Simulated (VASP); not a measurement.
A run of VASP 6.6.1 is set up as follows.

The input INCAR:

```
PREC = Accurate
ENCUT = 600
EDIFF = 1E-7
ISMEAR = 0
SIGMA = 0.03
LREAL = F
LASPH = T
NELM = 80
ALGO = Normal
ISIF = 3
LWAVE = F
LCHARG = F
GGA = PE
IVDW = 12
IBRION = 2
NSW = 90
EDIFFG = -0.005
KPAR = 4
```

The input KPOINTS:

```
Automatic mesh
0
Gamma
  9 9 2
```

POSCAR

```
WSe2                                    
1.0
    3.2813445319      0.0000000000      0.0000000000
   -1.6406722659      2.8417277232      0.0000000000
    0.0000000000      0.0000000000     12.7916582910
  W               Se            
     2     4
Direct
     0.3333333332999970    0.6666666667000030    0.2500000000000000
     0.6666666667000030    0.3333333332999970    0.7500000000000000
     0.3333333332999970    0.6666666667000030    0.6181949413819559
     0.6666666667000030    0.3333333332999970    0.1181949413819559
     0.3333333332999970    0.6666666667000030    0.8818050586180441
     0.6666666667000030    0.3333333332999970    0.3818050586180440
```

Potentials or basis: VASP PAW PBE potentials, release 64 (W_sv, Se).

Command:

```bash
$ cat potpaw_PBE.64/W_sv/POTCAR potpaw_PBE.64/Se/POTCAR > POTCAR
$ mpirun -np 4 vasp_std > vasp.out
```

Q: What does it give for the dispersion energy per atom?

A: -0.475 eV.

Q: Predict the band gap on the k mesh.

A: 0.99 eV, indirect (least direct gap 1.56 eV).

Forces in eV/Å, atoms in the order of the input:
```
W    0.000  0.000  0.000
W    0.000  0.000  0.000
Se   0.000  0.000 -0.002
Se   0.000  0.000 -0.002
Se   0.000  0.000  0.002
Se   0.000  0.000  0.002
```

Caveat: the relaxation stopped at its first step, so nothing moved; spin-orbit coupling is left out, which moves the levels of the heavy elements; an odd mesh through Γ misses points on the zone boundary, where band edges often lie.
